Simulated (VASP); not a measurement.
Energy against volume of Pd (fcc). Level of theory: MS2 meta-GGA, VASP's PBE PAW potentials (set 64) (plane waves; VASP 6.6.1). Settings: 520 eV cut-off, 16×16×16 Γ-centred mesh, first-order Methfessel-Paxton smearing of 0.10 eV, potentials Pd.

```
V (Å³/atom)  E (eV/atom)
-----------  -----------
14.169          -3.04835
14.608          -3.05724
15.046          -3.04947
15.484          -3.02794
```

Fit these four points and predict the energy of the run at 13.731 Å³/atom.

A cubic in V^(−2/3), the third-order Birch-Murnaghan form, passes through the four points with V0 = 14.61 Å³/atom and B0 = 202 GPa, and gives -3.0194 eV/atom there. The run gave -3.0192 eV/atom, +0.2 meV/atom from the fit; all five points give B0 = 203 GPa.

The compound is Pd in the fcc structure. It was relaxed first.
